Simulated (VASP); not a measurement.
These are r2SCAN meta-GGA, VASP's PBE PAW potentials (set 64) (plane waves; VASP) values and carry that method's errors.

VASP input:

**INCAR**
```
! general
SYSTEM =Cr
PREC   =Accurate
ENCUT  =520
LREAL  =.False.
LASPH  =.True.

! electronic loop
EDIFF  =1E-6
NELM   =100
ALGO   =Normal
LMAXMIX=4
LMIXTAU=.True.

! smearing
ISMEAR =1
SIGMA  =0.1

! functional
METAGGA=R2SCAN

! spin
ISPIN  =2
MAGMOM =2.7 -2.7

! ions
IBRION =2
NSW    =60
ISIF   =3
EDIFFG =-0.01

! output
LWAVE  =.False.
LCHARG =.False.
LORBIT =10
```

File POSCAR:
```
Cr
1
    2.9679528283     0.0000000000     0.0000000000
    0.0000000000     2.9679528283     0.0000000000
   -0.0000000000     0.0000000000     2.9679528283
Cr
2
Direct
  0.0000000000   0.0000000000   0.0000000000
  0.5000000000   0.5000000000   0.5000000000
```

**KPOINTS**
```
Automatic mesh
0
Gamma
11 11 11
0 0 0
```

POTCAR, in this order: Cr_pv (PBE.64 set). Program: vasp_std.

Problem. What will the output report for the number of irreducible k-points (NKPTS), largest plane-wave count, number of space-group operations, FFT grid (NGX, NGY, NGZ)?

Solution. 
```json
{
 "number of irreducible k-points (NKPTS)": "56",
 "largest_plane_wave_count": "739",
 "number_of_space_group_operations": "48",
 "FFT grid (NGX, NGY, NGZ)": "24 × 24 × 24"
}
```

The compound is Cr in the bcc, AFM order structure. It was relaxed first, which changed the volume by +9 %. The start is the result of an earlier pass.
